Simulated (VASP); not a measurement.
The system is Si3C.

```
Si C
1.0
     4.91480    0.00000    0.00000
    -2.45740    4.25634    0.00000
     0.00000    0.00000    2.43311
Si C
3 1
Direct
  0.50000 0.00000 0.50000
  0.00000 0.50000 0.50000
  0.50000 0.50000 0.50000
  0.00000 0.00000 0.50000
```

The cell was built by a generator and needn't be a form met in nature.

| Property | Result |
| --- | --- |
| Program | VASP 6.6.1 |
| Task | relaxation of cell and atoms |
| Functional | PBE |
| Dispersion | MBD-FI |
| Potentials or basis | VASP PAW PBE potentials, release 64 (Si, C) |
| Cutoff | 600 eV |
| k mesh | 5 × 5 × 8 |
| Occupations | fermi-dirac, width 0.05 eV |
| Spin | no spin polarisation |

At the start: pressure -5.6 GPa; volume 12.72 Å³/atom.

Task: How do energy, volume and symmetry change on relaxing?

Result: Over 9 steps the energy falls by 16.2 meV/atom and the volume is 12.14 Å³/atom (-4.6 %); space group P6/mmm (No. 191, to 0.05 Å).

The path:
```csv
step,energy change (eV),largest force (eV/Å),pressure (GPa),volume (Å³)
1,0.0000,0.0000,-5.59,50.90
2,-0.0565,0.0000,2.52,47.68
3,-0.0645,0.0000,0.29,48.44
4,-0.0644,0.0000,0.42,48.39
5,-0.0648,0.0000,-0.01,48.54
6,-0.0649,0.0000,0.11,48.49
7,-0.0649,0.0000,0.15,48.48
8,-0.0650,0.0000,-0.05,48.55
9,-0.0650,0.0000,-0.05,48.55
```

Final structure:
```
CELL_PARAMETERS angstrom
4.79867 0.00000 0.00000
-2.39934 4.15577 0.00000
0.00000 0.00000 2.43435
ATOMIC_POSITIONS crystal
Si 0.50000 0.00000 0.50000
Si 0.00000 0.50000 0.50000
Si 0.50000 0.50000 0.50000
C 0.00000 0.00000 0.50000
```
